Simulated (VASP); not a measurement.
Given:

```yaml
crystal:
  lattice:
    - [1.76817, -1.95612, 0.00000]
    - [1.76817, 1.95612, 0.00000]
    - [0.00000, 0.00000, 4.05441]
  atoms:
    - { symbol: Al, position: [0.00000, 0.00000, 0.00000] }
    - { symbol: V, position: [0.50000, 0.50000, 0.50000] }
```

Computed with PBEsol GGA, VASP's PBE PAW potentials (set 64) (plane waves; VASP). Settings: 300 eV cut-off, 12×12×8 Γ-centred mesh, Gaussian smearing of 0.10 eV, potentials Al V_sv.

Task: Give the energies of bands 5 to 11 at the high-symmetry points, in eV from the Fermi level.

Result: 
```tsv
band	Γ	Y	C0	Z	A0	T	S	R
5	-9.98	-3.63	-3.60	-8.54	-3.12	-3.19	-5.12	-5.24
6	-2.74	-1.26	-1.39	-6.09	-3.04	-3.11	-4.60	-3.52
7	-1.58	-1.19	-1.20	-1.48	-2.37	-2.09	-2.55	-1.92
8	-1.25	-0.99	-1.15	-0.54	1.18	1.21	-1.14	-1.28
9	1.33	-0.79	-0.87	1.14	1.70	1.73	1.18	0.31
10	1.64	0.75	0.84	1.47	2.69	3.46	1.79	1.20
11	2.48	3.58	3.46	2.50	3.50	3.59	3.70	1.65
```

It has no gap at this level: it comes out as a metal or semimetal.

The structure comes from a computed database's AlV entry; how it stands against other phases isn't given here. The cell was not relaxed at this level. The run is not spin-polarised, so no magnetic state was tried.
